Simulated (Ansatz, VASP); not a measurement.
# Pt: VASP beside Ansatz, part 2 of 2

One calculation is typed for both programs; each brings its own data sets. How far apart do they land? The cell is taken from a series of runs on this material, whose earlier steps may have relaxed, scaled, displaced or heated it; both programs get it as it stands.

VASP 6.6.1 and Ansatz 0.2.0.

So far: The starting structure; VASP: relaxation of cell and atoms, PBEsol.

### Step 3. Ansatz: relaxation of cell and atoms, PBEsol

Level of this step: Ansatz beside VASP: Kohn-Sham DFT, plane waves, PBEsol (Ansatz).

Ansatz runs on its PAW soft_1 files.

The same cell, functional, mesh and smearing now go to Ansatz.

Input file input.yaml:

```yaml
crystal:
  lattice:
    - [0.0, 3.92, 3.92]
    - [3.92, 0.0, 3.92]
    - [3.92, 3.92, 0.0]
  atoms:
    - { symbol: Pt, position: [0.0, 0.0, 0.0] }
    - { symbol: Pt, position: [0.0, 0.0, 0.5] }
    - { symbol: Pt, position: [0.0, 0.5, 0.0] }
    - { symbol: Pt, position: [0.0, 0.5, 0.5] }
    - { symbol: Pt, position: [0.5, 0.0, 0.0] }
    - { symbol: Pt, position: [0.5, 0.0, 0.5] }
    - { symbol: Pt, position: [0.5, 0.5, 0.0] }
    - { symbol: Pt, position: [0.5, 0.5, 0.5] }
kpoints:
  mp_grid: { grid: [8, 8, 8] }
scf:
  occupations: { method: fermi_dirac, width: 0.05 }
hamiltonian:
  xc: pbesol
  pseudopotentials: { kind: paw, azcp: { folder: soft_1 }, xc_functional: pbe }
basis:
  ecutwfc: 600
output:
  forces: true
  stress: true
relax:
  f_tol: 0.005
  max_steps: 70
  cell: { stress_tol: 0.02, p_target: 0 }
```

The run is started by

```
$ ansatz run input.yaml --threads 4 --pin off --max-ram 10240MiB --backend cpu --events-out ev --progress --plain --runs-dir out
```

Numbers of over 12 decimals in the logs are rounded to 6 here.

Output:

```text
Engine: ansatz 0.2.0, x86_64-unknown-linux-gnu
Pseudopotentials: kind: paw
Pseudopotential: Pt, paw, valence charge 18, recommended cutoff 420 eV (normal), soft_1/Pt.paw.azcp
Functional definition: PBEsol
  exchange = pbesol_x
  correlation = pbesol_c
Crystal: 8 atoms, lattice volume = 120.473 Å³
Basis set: ecut = 600 eV, 4015 PW (Γ), exchange–correlation on 90×90×90 points (8 copies of the dense FFT grid, shifted against one another)
Bands: 87, of which v1, the nominal top of the filled ones, is band 72 counted from 1 (71 counted from 0)
Symmetry: 384 space group operations
Space group: Fm-3m (ITA 225), of the structure as read, at distance tolerance 4.9e-5 Å
k-points: 29 of 512
Non-local potential: Pt, projectors of the file, l = 0: 3, l = 1: 2, l = 2: 2, l = 3: 1
PAW form: soft (Blöchl's): semilocal exchange-correlation on the pseudo side does not see the compensation charge
PAW frozen core: Pt, regenerated for the run's functional, and the local potential with it (the file was generated under x = pbe(κ = 0.804, μ = 0.219515), c = pbe(β = 0.066725))
PAW one-centre angular grid: Pt, 590 points (default); XC on 64 Gauss nodes
Initial density: superposition of atomic densities (chi_scale 0.1, normalization cell)
Initial wavefunctions: pseudopotential atomic-orbital guess
Functional: x = pbesol(κ = 0.804, μ = 0.123457), c = pbesol(β = 0.046)
SCF iter   1: F=—  HF=-99086.471826 eV  |F-HF|=—  |Δ(HF+E_count)|=         —  Δρ=9.31e-2  dr2=9.92e0  ethr=3.10e-3  ⟨swp⟩=5.2  Hψ=7647  notcnv=0  defer=65
preconditioner: auto → Kerker (q_TF=auto, 2.811 Å⁻¹)  [metal: Δε(μ)=0.010 eV  Ē_g=8.807 eV  σ=0.050 eV  W_gap=0.05  n_scr=58 (ndim 8)  ℏωp=30.3 eV  f_vac=0.000  D(μ)=15.51/eV (n_scr^D=258)]
SCF iter   2: F=—  HF=-99083.977350 eV  |F-HF|=—  |Δ(HF+E_count)|=    2.49e0  Δρ=4.84e-2  dr2=2.63e0  ethr=3.10e-3  ⟨swp⟩=2.0  Hψ=4087  notcnv=0  defer=150
SCF iter   3: F=—  HF=-99083.154649 eV  |F-HF|=—  |Δ(HF+E_count)|=   8.23e-1  Δρ=6.95e-3  dr2=2.83e-2  ethr=1.82e-3  ⟨swp⟩=2.0  Hψ=3767  notcnv=0  defer=150
SCF iter   4: F=—  HF=-99083.153210 eV  |F-HF|=—  |Δ(HF+E_count)|=   1.44e-3  Δρ=1.01e-3  dr2=1.14e-3  ethr=1.96e-5  ⟨swp⟩=2.0  Hψ=4013  notcnv=0  defer=150
SCF iter   5: F=—  HF=-99083.153128 eV  |F-HF|=—  |Δ(HF+E_count)|=   8.24e-5  Δρ=3.17e-4  dr2=8.58e-5  ethr=7.95e-7  ⟨swp⟩=2.3  Hψ=3744  notcnv=0  defer=150
SCF iter   6: F=—  HF=-99083.152820 eV  |F-HF|=—  |Δ(HF+E_count)|=   3.07e-4  Δρ=4.85e-5  dr2=2.08e-6  ethr=5.96e-8  ⟨swp⟩=3.0  Hψ=4566  notcnv=0  defer=150
SCF iter   7: F=-99083.152820 eV  HF=-99083.152820 eV  |F-HF|=1.71e-8  |Δ(HF+E_count)|=   1.79e-7  Δρ=7.43e-6  dr2=4.67e-8  ethr=6.94e-11  ⟨swp⟩=4.0  Hψ=7977  notcnv=0
SCF 1 converged in 7 iterations: F = -99083.152820 eV  dr2 = 4.67e-8
  greatest PAW one-centre occupation: 1.000 electrons in one spin orbital (limit 2), on the Pt atom at site 7 (counted from 0), in its partial waves of l = 0
relax step   1: F+E_penalty+E_count = -99083.15282015 eV  Δ(F+E_penalty+E_count) = +0.000e0 eV  max|allowed force component| = 8.032e-29 eV/Å  Δτ_max = 0.0000 Å  P = -0.482 GPa  Ω = 120.473 Å³  (7 SCF iters, dr2 threshold 1.00e-7 eV, accepted)
[...]
relax step   2: F+E_penalty+E_count = -99083.15177923 eV  Δ(F+E_penalty+E_count) = +1.041e-3 eV  max|allowed force component| = 8.103e-28 eV/Å  Δτ_max = 0.0000 Å  P = +1.041 GPa  Ω = 119.840 Å³  energy of the carried Pulay correction = +4.533e-5 eV  (6 SCF iters, dr2 threshold 5.80e-7 eV, rejected (line search))
[...]
relax step   3: F+E_penalty+E_count = -99083.15313901 eV  Δ(F+E_penalty+E_count) = -3.189e-4 eV  max|allowed force component| = 6.105e-29 eV/Å  Δτ_max = 0.0000 Å  P = -0.004 GPa  Ω = 120.272 Å³  energy of the carried Pulay correction = +1.437e-5 eV  (7 SCF iters, accepted)
[...]
relax step   4: F+E_penalty+E_count = -99083.15312318 eV  Δ(F+E_penalty+E_count) = +1.583e-5 eV  max|allowed force component| = 4.083e-29 eV/Å  Δτ_max = 0.0000 Å  P = -0.004 GPa  Ω = 120.272 Å³  stress off target by 3.59e-3 GPa  SCF on the basis re-selected at this cell (its energy is not comparable with the rows above)  (7 SCF iters)
basis re-selected at this cell: Δ(F+E_penalty+E_count) = +1.583e-5 eV, ΔP = +0.000 GPa vs the last step (what re-selecting the basis moved, of the pressure what is left beyond the Pulay correction that the steps carried, after the strain that the cell walked since its last selection, with what the two solves' SCF thresholds leave and, on support functions, any second-order correction that the steps lacked; it is no m [...]
SCF converged after 7 iterations
Free energy (F): -99083.153123 eV
Harris-Foulkes:  -99083.153123 eV  (|F-HF|=8.73e-11)
Internal energy: -99083.017799 eV  (E = F + TS)
E sigma→0 (E₀):  -99083.085461 eV
Entropy (-TS):   -0.135324 eV (-16.916 meV/atom)
Fermi energy:    23.304141 eV
--- Per-component energies (eV) ---
  E_band       = -1045.078638
  E_kinetic    = 4775.567637
  E_local      = -11375.689595  (includes V_loc(G=0)·N_el)
  E_nonlocal   = 1656.561934
  E_hartree    = 4313.274301
  E_xc         = -1849.197601
  E_vxc        = -2168.691592  (∫ρ·V_xc dr)
  E_paw        = -74766.545734  (= ΣΔE_a)
  E_vpaw       = -2559.377627  (= ΣTr[D̂ρ^β])
  E_aug_tail   = 0.002002  (compensation charges beyond the density's cutoff)
  E_ewald      = -21839.286992
  E_core_change = 2.296250  (= ΣΔE_core)
  E_smearing   = -0.135324  (= −TS)
  E_closure    = -0.000000  (closes the sum)
  Σ components = -99083.153123   (vs F -99083.153123, Δ=0.00e0)
--- Forces (eV/Å), atoms counted from 1 ---
  atom   1  Pt     0.00000000    -0.00000000    -0.00000000
  atom   2  Pt     0.00000000    -0.00000000     0.00000000
  atom   3  Pt     0.00000000    -0.00000000     0.00000000
  atom   4  Pt     0.00000000    -0.00000000    -0.00000000
  atom   5  Pt     0.00000000    -0.00000000     0.00000000
  atom   6  Pt     0.00000000    -0.00000000     0.00000000
  atom   7  Pt     0.00000000    -0.00000000     0.00000000
  atom   8  Pt     0.00000000    -0.00000000    -0.00000000
  max |Σ_I F_I| component: 4.59e-28 eV/Å
--- Stress (GPa, compression-positive) ---
       -0.003590       0.000000       0.000000
        0.000000      -0.003590      -0.000000
        0.000000       0.000000      -0.003590
  P = ⅓ Tr σ = -0.0036 GPa (-0.036 kbar)
--- Relaxed structure (3 steps of the walk, 2 accepted, 1 SCFs on fresh bases) ---
  F+E_penalty+E_count = -99083.15312318 eV   max|allowed force component| = 4.083e-29 eV/Å   (the final SCF, on the basis selected at the relaxed cell)
  cell:  # Å, volume = 120.2718 Å³
    - [0, 3.917821, 3.917821]
    - [3.917821, 0, 3.917821]
    - [3.917821, 3.917821, 0]
  atoms:
    - { symbol: Pt, position: [0, 0, 0] }
    - { symbol: Pt, position: [0, 0, 0.5] }
    - { symbol: Pt, position: [0.0, 0.5, 0.0] }
    - { symbol: Pt, position: [0.0, 0.5, 0.5] }
    - { symbol: Pt, position: [0.5, 0.0, 0.0] }
    - { symbol: Pt, position: [0.5, 0.0, 0.5] }
    - { symbol: Pt, position: [0.5, 0.5, 0.0] }
    - { symbol: Pt, position: [0.5, 0.5, 0.5] }
```

In the SCF lines HF is the Harris–Foulkes energy and dr2 the Hartree energy of the density residual, in eV; the loop may stop once dr2 is under the threshold and the program's other checks hold. Hψ counts applications of the Hamiltonian.

### Step 4. Comparison

Known differences besides the potentials themselves: the data sets hold 144 valence electrons in Ansatz (on its PAW soft_1 files) and 80 in VASP; the cutoff is 600 eV in Ansatz and 500 eV in VASP; Ansatz makes its cores anew for this functional, VASP keeps those of its PBE data sets; Ansatz adds a Pulay correction to the stress that steers its cell, VASP none. Total energies have different zeros and are not compared.

Both answers:

```csv
quantity,Ansatz,VASP,difference
volume (Å³),120.27,120.12,+0.13 %
"edge a after relaxation, in the typed setting (Å)",5.541,5.538,+0.04 %
```

### Step 5. Results

| Property | Result |
| --- | --- |
| difference in volume (relaxation of cell and atoms, PBEsol) | 0.13 % |

What this shows: The difference in volume is 0.13 % (relaxation of cell and atoms, PBEsol), within the 1.2 % picked in this series as the mark of a large difference, as far as the stopping tolerances let one tell. The data sets hold unlike numbers of valence electrons (144 in Ansatz and 80 in VASP), so part of the differences comes from the potentials. How closely two codes agree says nothing of how well the functional describes the real material.

[Lines on the potential files, build, host, timing and source positions are cut from VASP's logs without a mark.]

[Logs are printed without paths, hosts, clocks, repeated set-up lines and the standing remarks that a program may print on its own settings, such as how far it seeks lower states.]

[Hosts, paths, dates, database ids (printed as entryN), source tags and the programs' standing remarks are cut or masked in the printed files.]
